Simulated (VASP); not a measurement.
Data:

```
Bi
1.0
    2.26984     1.31049     4.10427
   -2.26984     1.31049     4.10427
    0.00000    -2.62099     4.10427
Bi
2
Direct
  0.23131   0.23131   0.23131
  0.76869   0.76869   0.76869
```

Calculation: r2SCAN meta-GGA, VASP's PBE PAW potentials (set 64) (plane waves; VASP). Numerical set-up: 400 eV cut-off, 8×8×8 Γ-centred mesh, tetrahedra with Blöchl corrections, potentials Bi_d.

For a metal the tetrahedron method with Blöchl corrections gives inexact stress and forces.

### Question
Which forces act on the atoms, in eV/Å?

### Answer

```json
[
 {"atom": "Bi1", "Fx": "0.000", "Fy": "0.000", "Fz": "0.054"},
 {"atom": "Bi2", "Fx": "0.000", "Fy": "0.000", "Fz": "-0.054"}
]
```

### Question
Give the stress tensor in GPa (positive for a compressed cell).

### Answer

```
0.05  0.00  0.00
0.00  0.05  0.00
0.00  0.00  0.18
```
The pressure is its mean diagonal, 0.09 GPa.

The structure comes from a measured Bi entry (R-3m) of the Crystallography Open Database, whose conditions weren't checked. It was relaxed first.
